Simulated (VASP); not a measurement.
Given:

```
CELL_PARAMETERS angstrom
      0.00000     3.27604     3.27604
      3.27604     0.00000     3.27604
      3.27604     3.27604     0.00000
ATOMIC_POSITIONS crystal
  Na 0.25000 0.25000 0.25000
  Na 0.75000 0.75000 0.75000
  S  0.00000 0.00000 0.00000
```

The numbers are results of PBE GGA, VASP's PBE PAW potentials (set 64) (plane waves; VASP), not measurements. Settings: 480 eV cut-off, 6×6×6 Γ-centred mesh, Gaussian smearing of 0.050 eV, potentials Na_pv S.

Each relaxation starts from this cell; other phases were not tried.

Question: The cell is relaxed at 2 GPa. What happens?

Answer: The volume per atom goes from 23.44 to 22.21 Å³ (-5.3 %), and the cell becomes a = 6.4352 Å, b = 6.4352 Å, c = 6.4352 Å, α = 90.00°, β = 90.00°, γ = 90.00°, space group Fm-3m. The gap on the mesh goes from 2.47 to 2.65 eV.

Question: The cell is relaxed at 30 GPa. What happens?

Answer: The volume per atom goes from 23.44 to 15.45 Å³ (-34.1 %), and the cell becomes a = b = c = 5.7025 Å, α = β = γ = 90.00°, space group Fm-3m. The gap on the mesh goes from 2.47 to 3.82 eV.

Failed runs are left out, and for metals the shear rows, which the mesh's noise covers.

The compound is Na2S in the antifluorite structure.
